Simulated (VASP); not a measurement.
Output of a VASP run:

OSZICAR:
```
       N       E                     dE             d eps       ncg     rms          rms(c)
DAV:   1    -0.552619738911E+03   -0.55262E+03   -0.34023E+03   704   0.701E+02
DAV:   2    -0.571340298398E+03   -0.18721E+02   -0.17951E+02  1064   0.910E+01
DAV:   3    -0.571677608539E+03   -0.33731E+00   -0.33731E+00   792   0.139E+01
DAV:   4    -0.571678374913E+03   -0.76637E-03   -0.76626E-03  1048   0.660E-01
DAV:   5    -0.138983307387E+02    0.55778E+03   -0.31635E+00   712   0.127E+01    0.611E+00
DAV:   6    -0.132991625764E+02    0.59917E+00   -0.11523E+00   792   0.613E+00    0.369E+00
DAV:   7    -0.132591362007E+02    0.40026E-01   -0.45979E-01   792   0.360E+00    0.203E+00
DAV:   8    -0.132568625722E+02    0.22736E-02   -0.37467E-02   904   0.121E+00    0.109E+00
DAV:   9    -0.132512893246E+02    0.55732E-02   -0.52232E-03   800   0.500E-01    0.632E-01
DAV:  10    -0.132500866145E+02    0.12027E-02   -0.32728E-03   824   0.361E-01    0.384E-01
DAV:  11    -0.132499522141E+02    0.13440E-03   -0.54068E-04   896   0.161E-01    0.240E-01
DAV:  12    -0.132499214293E+02    0.30785E-04   -0.88598E-05   800   0.759E-02    0.143E-01
DAV:  13    -0.132499288750E+02   -0.74457E-05   -0.45058E-05   920   0.516E-02    0.823E-02
DAV:  14    -0.132499413457E+02   -0.12471E-04   -0.15739E-05   928   0.325E-02    0.465E-02
DAV:  15    -0.132499494519E+02   -0.81061E-05   -0.49959E-06   944   0.201E-02    0.264E-02
DAV:  16    -0.132499539559E+02   -0.45041E-05   -0.20505E-06   888   0.132E-02    0.152E-02
DAV:  17    -0.132499562971E+02   -0.23412E-05   -0.88469E-07   728   0.874E-03    0.881E-03
DAV:  18    -0.132499575457E+02   -0.12485E-05   -0.37480E-07   408   0.573E-03    0.520E-03
DAV:  19    -0.132499582178E+02   -0.67215E-06   -0.17797E-07   424   0.403E-03
   1 F= -.13249958E+02 E0= -.13249958E+02  d E =-.195824E-14
```

File OUTCAR:
```
------------------------ aborting loop because EDIFF is reached ----------------------------------------
  FORCE on cell =-STRESS in cart. coord.  units (eV):
  Direction    XX          YY          ZZ          XY          YZ          ZX
  --------------------------------------------------------------------------------------
  Total       -1.3856235     -1.3856235     -1.3856235     -0.0000000      0.0000000      0.0000000
  in kB      -77.1185247    -77.1185247    -77.1185247     -0.0000000      0.0000000      0.0000000
  external PRESSURE =     -77.1185247 kB  Pullay stress =       0.0000000 kB
  volume of cell :       28.79
      direct lattice vectors                 reciprocal lattice vectors
     0.000000000  2.432516000  2.432516000    -0.205548494  0.205548494  0.205548494
     2.432516000  0.000000000  2.432516000     0.205548494 -0.205548494  0.205548494
     2.432516000  2.432516000  0.000000000     0.205548494  0.205548494 -0.205548494
  FREE ENERGIE OF THE ION-ELECTRON SYSTEM (eV)
  ---------------------------------------------------
  free  energy   TOTEN  =       -13.2499582178 eV

  energy  without entropy=      -13.2499582178  energy(sigma->0) =      -13.24995822

  exchange ACFDT corr.  =         0.00000000  see jH, gK, PRB 81, 115126
```
(Selected blocks of OUTCAR.)

File POSCAR:
```
BAs
1
    0.0000000000     2.4325160000     2.4325160000
    2.4325160000     0.0000000000     2.4325160000
    2.4325160000     2.4325160000     0.0000000000
B As
1 1
Direct
  0.2500000000   0.2500000000   0.2500000000
  0.0000000000   0.0000000000   0.0000000000
```

Q: Write an INCAR and KPOINTS that could have produced this output.

A: This is not unique; one that fits is the input of the run itself, HSE06 screened hybrid, plane waves, VASP's PBE PAW potentials (set 64).

### KPOINTS
```
Regular mesh
0
Gamma
  7 7 7
0.5 0.5 0.5
```

**INCAR**
```
! general
SYSTEM   = BAs
PREC     = Accurate
ENCUT    = 400   ! plane-wave cut-off (eV)
LREAL    = .FALSE.   ! projection in real space or not
LASPH    = .TRUE.
ISYM     = 3

! electronic loop
EDIFF    = 1E-6   ! SCF stop (eV)
NELM     = 100   ! most electronic steps
ALGO     = Normal
LMAXMIX  = 4   ! l cut-off of mixed one-centre charges

! smearing
ISMEAR   = 0   ! Gaussian
SIGMA    = 0.02   ! width (eV)

! functional
GGA      = PE   ! PBE
LHFCALC  = .TRUE.
AEXX     = 0.25
HFSCREEN = 0.2
PRECFOCK = Fast

! ions
ISIF     = 2   ! forces and stress, cell fixed

! output
LWAVE    = .FALSE.
LCHARG   = .FALSE.
```

POTCAR, in this order: B As (PBE.64 set). Program: vasp_std.

At this cut-off the stress carries a Pulay error, which pulls relaxed volumes low.

The structure comes from a computed database's BAs entry; how it stands against other phases isn't given here. The cell was not relaxed at this level. The run is one of a series of settings (KPOINTS 7×7×7 Γ-centred mesh shifted by (0.5, 0.5, 0.5) against the base run), some of them coarse on purpose.
